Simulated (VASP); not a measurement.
Calculation: PBEsol GGA, VASP's PBE PAW potentials (set 64) (plane waves; VASP 6.6.1).

A VASP calculation is set up with these files.

KPOINTS:
```
Automatic mesh
0
Gamma
7 7 7
0 0 0
```

**INCAR**
```
# general
SYSTEM   =  ZnSe
PREC     =  Accurate
ENCUT    =  400   # plane-wave cut-off (eV)
LREAL    =  F   # projection in real space or not
LASPH    =  T   # aspherical one-centre terms

# electronic loop
EDIFF    =  1E-6
NELM     =  100
ALGO     =  Normal   # blocked Davidson
LMAXMIX  =  4

# smearing
ISMEAR   =  0
SIGMA    =  0.05   # width (eV)

# functional
GGA      =  PS

# ions
IBRION   =  2
NSW      =  60
ISIF     =  3   # ions, shape and volume
EDIFFG   =  -0.01   # ionic stop

# output
LWAVE    =  F
LCHARG   =  F
```

POSCAR:
```
ZnSe
1
    0.0000000000     2.8350000000     2.8350000000
    2.8350000000     0.0000000000     2.8350000000
    2.8350000000     2.8350000000     0.0000000000
Zn Se
1 1
Direct
  0.0000000000   0.0000000000   0.0000000000
  0.2500000000   0.2500000000   0.2500000000
```

POTCAR, in this order: Zn Se (PBE.64 set). Program: vasp_std.

The run wrote:

### OSZICAR
```
       N       E                     dE             d eps       ncg     rms          rms(c)
DAV:   1     0.771671654178E+02    0.77167E+02   -0.76813E+03   520   0.133E+03
DAV:   2    -0.203492685170E+01   -0.79202E+02   -0.75795E+02   545   0.247E+02
DAV:   3    -0.702752767817E+01   -0.49926E+01   -0.49726E+01   670   0.652E+01
DAV:   4    -0.707207157717E+01   -0.44544E-01   -0.44535E-01   560   0.649E+00
DAV:   5    -0.707231205640E+01   -0.24048E-03   -0.24048E-03   590   0.470E-01    0.486E+00
DAV:   6    -0.678707191692E+01    0.28524E+00   -0.81289E-01   693   0.332E+01    0.374E+00
DAV:   7    -0.677018097685E+01    0.16891E-01   -0.21303E-01   555   0.481E+00    0.161E+00
DAV:   8    -0.676803093533E+01    0.21500E-02   -0.38154E-03   610   0.672E-01    0.461E-01
DAV:   9    -0.676780387852E+01    0.22706E-03   -0.79092E-04   608   0.404E-01    0.670E-02
DAV:  10    -0.676784906892E+01   -0.45190E-04   -0.18076E-04   625   0.182E-01    0.198E-02
DAV:  11    -0.676785091290E+01   -0.18440E-05   -0.24331E-05   619   0.750E-02    0.443E-03
DAV:  12    -0.676785110985E+01   -0.19695E-06   -0.62344E-06   605   0.179E-02
   1 F= -.67678511E+01 E0= -.67678511E+01  d E =-.676785E+01
       N       E                     dE             d eps       ncg     rms          rms(c)
DAV:   1    -0.689445096464E+01   -0.12660E+00   -0.15713E+00   620   0.267E+01    0.251E+00
DAV:   2    -0.678694915308E+01    0.10750E+00   -0.43491E-01   615   0.219E+01    0.889E-01
DAV:   3    -0.677443237489E+01    0.12517E-01   -0.16081E-02   646   0.198E+00    0.430E-01
DAV:   4    -0.677114413477E+01    0.32882E-02   -0.31529E-03   600   0.708E-01    0.172E-01
DAV:   5    -0.677075700436E+01    0.38713E-03   -0.62293E-04   785   0.517E-01    0.177E-02
DAV:   6    -0.677075362874E+01    0.33756E-05   -0.16058E-04   575   0.210E-01    0.147E-02
DAV:   7    -0.677075479524E+01   -0.11665E-05   -0.20256E-05   640   0.624E-02    0.823E-03
DAV:   8    -0.677075404743E+01    0.74780E-06   -0.35413E-06   475   0.339E-02
   2 F= -.67707540E+01 E0= -.67707540E+01  d E =-.290294E-02
       N       E                     dE             d eps       ncg     rms          rms(c)
DAV:   1    -0.677878238296E+01   -0.80276E-02   -0.10032E-01   615   0.701E+00    0.618E-01
DAV:   2    -0.677215434084E+01    0.66280E-02   -0.23904E-02   615   0.437E+00    0.227E-01
DAV:   3    -0.677134955231E+01    0.80479E-03   -0.83169E-04   545   0.268E-01    0.109E-01
DAV:   4    -0.677114710862E+01    0.20244E-03   -0.12508E-04   603   0.139E-01    0.411E-02
DAV:   5    -0.677112322136E+01    0.23887E-04   -0.29426E-05   769   0.106E-01    0.366E-03
DAV:   6    -0.677112364246E+01   -0.42110E-06   -0.80542E-06   525   0.452E-02
   3 F= -.67711236E+01 E0= -.67711236E+01  d E =-.327253E-02
```

**OUTCAR**
```
------------------------ aborting loop because EDIFF is reached ----------------------------------------
  FORCE on cell =-STRESS in cart. coord.  units (eV):
  Direction    XX          YY          ZZ          XY          YZ          ZX
  --------------------------------------------------------------------------------------
  Total        0.0130497      0.0130497      0.0130497     -0.0000000      0.0000000      0.0000000
  in kB        0.4675162      0.4675162      0.4675162     -0.0000000      0.0000000      0.0000000
  external PRESSURE =       0.4675162 kB  Pullay stress =       0.0000000 kB
  volume of cell :       44.72
      direct lattice vectors                 reciprocal lattice vectors
    -0.000000000  2.817264809  2.817264809    -0.177477104  0.177477104  0.177477104
     2.817264809  0.000000000  2.817264809     0.177477104 -0.177477104  0.177477104
     2.817264809  2.817264809  0.000000000     0.177477104  0.177477104 -0.177477104
  FREE ENERGIE OF THE ION-ELECTRON SYSTEM (eV)
  ---------------------------------------------------
  free  energy   TOTEN  =        -6.7711236425 eV

  energy  without entropy=       -6.7711236425  energy(sigma->0) =       -6.77112364

 reached required accuracy - stopping structural energy minimisation
```
(Selected blocks of OUTCAR.)

### CONTCAR
```
ZnSe
   1.00000000000000
    -0.0000000000000000    2.8172648088323036    2.8172648088323036
     2.8172648088323036    0.0000000000000000    2.8172648088323036
     2.8172648088323036    2.8172648088323036    0.0000000000000000
  Zn              Se
     1     1
Direct
     0.0000000000000000    0.0000000000000000    0.0000000000000000
     0.2500000000000000    0.2500000000000000    0.2500000000000000
```

The compound is ZnSe in the zinc blende structure. This run relaxes it. Symmetry was kept, so distortions that lower it aren't found.
